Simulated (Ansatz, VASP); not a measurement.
**One calculation of Li2HfN2, two programs**

Contents of INCAR:

```
ALGO     = Normal         # electronic algorithm
EDIFF    = 1E-6           # SCF threshold, eV
ENCUT    = 520            # plane-wave cutoff, eV
GGA      = CA             # functional
ISIF     = 2              # what is computed and relaxed
ISMEAR   = 0              # smearing method
LASPH    = True           # aspherical terms in the spheres
LCHARG   = True           # write CHGCAR
LELF     = True           # ELF
LREAL    = False          # projectors in reciprocal space
LVHAR    = True         
LWAVE    = False          # write WAVECAR
NBANDS   = 21             # bands
NELM     = 100            # most SCF steps
PREC     = Accurate       # precision mode
SIGMA    = 0.05           # smearing width, eV
```

Contents of KPOINTS:

```
k-points
0
Gamma
  9 9 6
```

POSCAR

```
Li2HfN2
1.0
    3.2371209533      0.0000000000      0.0000000000
   -1.6185604767      2.8034289807     -0.0140171449
    0.0000000000     -0.0271179759      5.4235951800
Li Hf N
2 1 2
Direct
    0.6666666667      0.3333333333      0.3827885700
    0.3333333333      0.6666666667      0.6172114300
    0.0000000000      0.0000000000      0.0000000000
    0.6666666667      0.3333333333      0.7793848600
    0.3333333333      0.6666666667      0.2206151400
```

Input for Ansatz:

```yaml
crystal:
  lattice:
    - [3.2371209533, 0.0, 0.0]
    - [-1.6185604767, 2.8034289807, -0.0140171449]
    - [0.0, -0.0271179759, 5.42359518]
  atoms:
    - { symbol: Li, position: [0.6666666667, 0.3333333333, 0.38278857] }
    - { symbol: Li, position: [0.3333333333, 0.6666666667, 0.61721143] }
    - { symbol: Hf, position: [0.0, 0.0, 0.0] }
    - { symbol: "N", position: [0.6666666667, 0.3333333333, 0.77938486] }
    - { symbol: "N", position: [0.3333333333, 0.6666666667, 0.22061514] }
basis:
  ecutwfc: 420
kpoints:
  mp_grid: { grid: [9, 9, 6] }
hamiltonian:
  xc: lda
scf:
  occupations: { method: gaussian, width: 0.05 }
output:
  forces: true
  stress: true
  eigenvalues: true
```

Change from the starting cell: strain -0.0100 x Voigt [0, 0, 0, 1, 0, 0], atoms carried along.

Alike in both runs: task single point; functional LDA; k mesh 9 × 9 × 6; occupations gaussian, width 0.05 eV; no spin polarisation.

|  | VASP | Ansatz |
| --- | --- | --- |
| version | VASP 6.6.1 | Ansatz 0.2.0 |
| potentials or method | VASP PAW LDA potentials, release 64 (Li_sv, Hf_pv, N) | scalar-relativistic, plane waves, PAW |
| plane-wave cutoff (eV) | 520 | 420 |
| valence electrons in the cell | 26 | 42 |

|  | VASP | Ansatz | Ansatz less VASP |
| --- | --- | --- | --- |
| gap on the k mesh at the Fermi level (eV) | 1.79 | 1.75 | -0.044 |
| least direct gap on the mesh (eV) | 2.62 | 2.60 | -0.017 |
| rms of the force components (eV/Å) | 0.072 | 0.050 | -0.0216 |

Atom by atom the forces differ by 0.033 eV/Å (rms over components). The two sets of potentials don't hold the same shells in valence.

Caveats: spin-orbit coupling is left out, which moves the levels of the heavy elements; an odd mesh through Γ misses points on the zone boundary, where band edges often lie.
